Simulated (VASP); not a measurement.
Level of theory: LDA (Ceperley-Alder, Perdew-Zunger), VASP's LDA PAW potentials (set 64) (plane waves; VASP).

VASP input:

### INCAR
```
SYSTEM  =  WS2
PREC  =  Accurate; ENCUT  =  400; LREAL  =  .FALSE.
LASPH  =  .TRUE.
EDIFF  =  1E-7; NELM  =  100; ALGO  =  Normal
LMAXMIX  =  6
ISMEAR  =  -5
ISIF  =  2
LWAVE  =  .FALSE.; LCHARG  =  .TRUE.; LORBIT  =  11
NEDOS  =  601
LEFG  =  .TRUE.
```

### POSCAR
```
WS2
1
    1.5642004382    -2.7092746107     0.0000000000
    1.5642004382     2.7092746107    -0.0000000000
   -0.0000000000    -0.0000000000    12.1782107521
W S
2 4
Direct
  0.3333330000   0.6666670000   0.2500000000
  0.6666670000   0.3333330000   0.7500000000
  0.3333330000   0.6666670000   0.8784065417
  0.6666670000   0.3333330000   0.3784065417
  0.6666670000   0.3333330000   0.1215934583
  0.3333330000   0.6666670000   0.6215934583
```

KPOINTS:
```
Automatic mesh
0
Gamma
9 9 2
0 0 0
```

POTCAR, in this order: W_sv S (LDA.64 set). Program: vasp_std.

What VASP printed:

OSZICAR:
```
       N       E                     dE             d eps       ncg     rms          rms(c)
DAV:   1     0.457720579295E+03    0.45772E+03   -0.25450E+04  1680   0.139E+03
DAV:   2    -0.273357889950E+02   -0.48506E+03   -0.47536E+03  1799   0.407E+02
DAV:   3    -0.545169172980E+02   -0.27181E+02   -0.27034E+02  1843   0.916E+01
DAV:   4    -0.551333312548E+02   -0.61641E+00   -0.61461E+00  1853   0.144E+01
DAV:   5    -0.551502720743E+02   -0.16941E-01   -0.16931E-01  1844   0.228E+00    0.405E+01
DAV:   6    -0.529140793507E+02    0.22362E+01   -0.12304E+01  1742   0.205E+01    0.175E+01
DAV:   7    -0.526662946958E+02    0.24778E+00   -0.37421E+00  1765   0.897E+00    0.652E+00
DAV:   8    -0.525264911893E+02    0.13980E+00   -0.64297E-01  1891   0.467E+00    0.192E+00
DAV:   9    -0.525274883392E+02   -0.99715E-03   -0.66271E-02  2090   0.127E+00    0.914E-01
DAV:  10    -0.525247517353E+02    0.27366E-02   -0.26596E-02  1851   0.102E+00    0.277E-01
DAV:  11    -0.525245343789E+02    0.21736E-03   -0.28372E-03  1830   0.313E-01    0.105E-01
DAV:  12    -0.525245055748E+02    0.28804E-04   -0.15608E-04  1810   0.792E-02    0.350E-02
DAV:  13    -0.525245066551E+02   -0.10803E-05   -0.49625E-05  1870   0.371E-02    0.859E-03
DAV:  14    -0.525245063722E+02    0.28286E-06   -0.35070E-06  1799   0.102E-02    0.139E-02
DAV:  15    -0.525245059974E+02    0.37487E-06   -0.12232E-06  1692   0.617E-03    0.375E-03
DAV:  16    -0.525245059596E+02    0.37802E-07   -0.15080E-07  1232   0.233E-03
   1 F= -.52524506E+02 E0= -.52524506E+02  d E =0.000000E+00
```

### OUTCAR
```
------------------------ aborting loop because EDIFF is reached ----------------------------------------
  FORCE on cell =-STRESS in cart. coord.  units (eV):
  Direction    XX          YY          ZZ          XY          YZ          ZX
  --------------------------------------------------------------------------------------
  Total        0.0448285      0.0448285     -0.0559006      0.0000000      0.0000000      0.0000000
  in kB        0.6958347      0.6958347     -0.8676973      0.0000000      0.0000000      0.0000000
  external PRESSURE =       0.1746574 kB  Pullay stress =       0.0000000 kB
  volume of cell :      103.22
      direct lattice vectors                 reciprocal lattice vectors
     1.564200438 -2.709274611  0.000000000     0.319652129 -0.184551244  0.000000000
     1.564200438  2.709274611  0.000000000     0.319652129  0.184551244  0.000000000
     0.000000000  0.000000000 12.178210752     0.000000000  0.000000000  0.082113869
 POSITION                                       TOTAL-FORCE (eV/Angst)
 -----------------------------------------------------------------------------------
      1.56420      0.90309      3.04455         0.000000     -0.000000      0.000000
      1.56420     -0.90309      9.13366         0.000000      0.000000      0.000000
      1.56420      0.90309     10.69742         0.000000      0.000000      0.002776
      1.56420     -0.90309      4.60831        -0.000000     -0.000000      0.002776
      1.56420     -0.90309      1.48079        -0.000000      0.000000     -0.002776
      1.56420      0.90309      7.56990        -0.000000      0.000000     -0.002776
 -----------------------------------------------------------------------------------
    total drift:                                0.000000      0.001137     -0.000034
  FREE ENERGIE OF THE ION-ELECTRON SYSTEM (eV)
  ---------------------------------------------------
  free  energy   TOTEN  =       -52.5245059596 eV

  energy  without entropy=      -52.5245059596  energy(sigma->0) =      -52.52450596

 total charge

# of ion       s       p       d       tot
------------------------------------------
    1        2.329   6.345   3.466  12.139
    2        2.329   6.345   3.466  12.139
    3        1.358   2.361   0.000   3.720
    4        1.358   2.361   0.000   3.720
    5        1.358   2.361   0.000   3.720
    6        1.358   2.361   0.000   3.720
--------------------------------------------------
tot         10.091  22.134   6.932  39.157

 Electric field gradients after diagonalization (V/A^2)
 (convention: |V_zz| > |V_xx| > |V_yy|)
----------------------------------------------------------------------
 ion       V_xx      V_yy      V_zz     asymmetry (V_yy - V_xx)/ V_zz
----------------------------------------------------------------------
   1      80.893    80.889  -161.782       0.000
   2      80.893    80.889  -161.782       0.000
   3      22.697    22.696   -45.393       0.000
   4      22.697    22.696   -45.393       0.000
   5      22.697    22.696   -45.393       0.000
   6      22.697    22.696   -45.393       0.000
```
(Selected blocks of OUTCAR.)

The compound is WS2 in the 2H layered structure. It was relaxed first.
